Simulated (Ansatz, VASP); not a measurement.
**H4RuCl: VASP beside Ansatz**

```
CELL_PARAMETERS angstrom
0.00000 2.85355 2.85355
2.85355 0.00000 2.85355
2.85355 2.85355 0.00000
ATOMIC_POSITIONS crystal
H 0.66134 0.66134 0.01597
H 0.66134 0.01597 0.66134
H 0.01597 0.66134 0.66134
H 0.66134 0.66134 0.66134
Ru 0.00000 0.00000 0.00000
Cl 0.25000 0.25000 0.25000
```

Change from the starting cell: species swapped into the CaErAl4 type (F-43m, No. 216).

Alike in both runs: functional PBE; k mesh 6 × 6 × 6; occupations gaussian, width 0.1 eV; no spin polarisation.

Ansatz relaxed the structure, and its values are those at the end. VASP's run is a single point on that final structure, the one shown.

```csv
,VASP,Ansatz
version,VASP 6.6.1,Ansatz 0.2.0
potentials or method,"VASP PAW PBE potentials, release 64 (H, Ru_pv, Cl)","scalar-relativistic, plane waves, PAW"
plane-wave cutoff (eV),520,420
valence electrons in the cell,25,27
```

|  | VASP | Ansatz | Ansatz less VASP |
| --- | --- | --- | --- |
| gap on the k mesh at the Fermi level (eV) | none | none | - |
| pressure (GPa) | -0.2 | -0.1 | +0.12 |
| rms of the force components (eV/Å) | 0.007 | 0.008 | +0.0015 |

A gap of «none» marks a metal or a gap that the smearing closes. The two sets of potentials don't hold the same shells in valence.

Caveats: an odd number of electrons without spin polarisation forces a metal; a magnetic or distorted state may lie lower.
